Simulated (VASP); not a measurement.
A run of VASP 6.6.1 is set up as follows.

Contents of INCAR:

```
SYSTEM = CuW
PREC = Accurate
ENCUT = 520
EDIFF = 1E-6
ISMEAR = 0
SIGMA = 0.1
LREAL = .False.
LASPH = .True.
NELM = 100
ALGO = Fast
ISIF = 2
LWAVE = .False.
LCHARG = .True.
GGA = PE
LELF = .True.
LVHAR = .True.
NBANDS = 20
```

Contents of KPOINTS:

```
Automatic mesh
0
Gamma
  20 20 14
  0 0 0
```

Contents of POSCAR:

```
CuW
1.0
    2.6487638799      0.0000000000      0.0000000000
    0.0000000000      2.6487638799      0.0000000000
    0.0000000000      0.0000000000      4.0094895323
Cu W
1 1
Direct
    0.5000000000      0.5000000000      0.5000000000
    0.0000000000      0.0000000000      0.0000000000
```

Potentials or basis: VASP PAW PBE potentials, release 64 (Cu, W_sv).

Run with:

```console
$ cat potpaw_PBE.64/Cu/POTCAR potpaw_PBE.64/W_sv/POTCAR > POTCAR
$ mpirun -np 1 vasp_std > vasp.out
```

(1) What does it give for the pressure?

(2) Estimate the band gap on the k mesh.

Answers

(1) 0.1 GPa.

(2) none (metal or under the smearing width).
